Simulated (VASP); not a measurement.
Consider the following.

```xyz
2
Lattice="3.6804 -1.8800 0.0000 3.6804 1.8800 0.0000 2.7200 0.0000 3.1114" Properties=species:S:1:pos:R:3 pbc="T T T"
As     2.2883     0.0000     0.7063
As     7.7924     0.0000     2.4051
```

Computed with optB88-vdW, VASP's PBE PAW potentials (set 64) (plane waves; VASP). Numerical set-up: 520 eV cut-off, 11×11×11 Γ-centred mesh, first-order Methfessel-Paxton smearing of 0.10 eV, potentials As.

Energy and stress use the plane-wave basis of the starting cell.

The ions, cell shape and volume are relaxed. Which structure does the run end with?

```xyz
2
Lattice="3.7649 -1.9149 0.0050 3.7649 1.9149 0.0050 2.7867 0.0000 3.1742" Properties=species:S:1:pos:R:3 pbc="T T T"
As     2.3409     0.0000     0.7225
As     7.9757     0.0000     2.4617
```
Space group R-3m (166), at a tolerance of 0.03 Å.

How do energy and volume change from the first to the last step?

The energy (σ→0) changes by -17.6 meV/atom and the volume by +6.2 %, in 12 ionic steps.

The compound is As in the a7 structure. This run relaxes it. Symmetry was kept, so distortions that lower it aren't found.
